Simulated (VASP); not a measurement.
Here is the system:

```
SnO2
1.0
    4.82750     0.00000     0.00000
    0.00000     4.82750     0.00000
    0.00000     0.00000     3.24225
Sn O
2 4
Direct
  0.00000   0.00000   0.00000
  0.50000   0.50000   0.50000
  0.30650   0.30650   0.00000
  0.80650   0.19350   0.50000
  0.19350   0.80650   0.50000
  0.69350   0.69350   0.00000
```

All values below come from PW91 GGA, VASP's PBE PAW potentials (set 64) (plane waves; VASP 6.6.1). Numerical set-up: 520 eV cut-off, Gaussian smearing of 0.050 eV, potentials Sn_d O.

Unless said otherwise, spin-orbit coupling is left out, though it shifts the bands of the heavy elements here.

### Question
Give the energies of bands 15 to 28 at the high-symmetry points, in eV from the valence-band maximum.

### Answer

| band | Γ | X | M | Z | R | A |
|---|---|---|---|---|---|---|
| 15 | -7.94 | -6.39 | -5.50 | -7.02 | -6.77 | -7.72 |
| 16 | -3.89 | -6.39 | -5.50 | -7.02 | -6.77 | -7.72 |
| 17 | -3.89 | -2.98 | -3.73 | -4.06 | -5.33 | -4.76 |
| 18 | -3.77 | -2.98 | -3.73 | -4.06 | -5.33 | -4.76 |
| 19 | -2.90 | -2.87 | -2.90 | -3.68 | -4.02 | -2.51 |
| 20 | -1.97 | -2.87 | -2.90 | -3.68 | -4.02 | -2.51 |
| 21 | -1.97 | -1.89 | -1.87 | -2.57 | -1.66 | -2.41 |
| 22 | -1.25 | -1.89 | -1.87 | -2.57 | -1.66 | -2.41 |
| 23 | -1.25 | -1.20 | -1.32 | -1.52 | -1.01 | -0.91 |
| 24 | -0.74 | -1.20 | -1.32 | -1.52 | -1.01 | -0.91 |
| 25 | -0.74 | -0.60 | -0.85 | -1.18 | -0.74 | -0.78 |
| 26 | 0.00 | -0.60 | -0.85 | -1.18 | -0.74 | -0.78 |
| 27 | 0.68 | 3.88 | 4.27 | 5.58 | 5.84 | 4.35 |
| 28 | 5.67 | 3.88 | 4.27 | 5.58 | 5.84 | 4.35 |

The gap is direct, 0.68 eV, from the valence maximum at Γ to the conduction minimum at Γ.

The compound is SnO2 in the rutile structure. It was relaxed first, which changed the volume by +5 %.
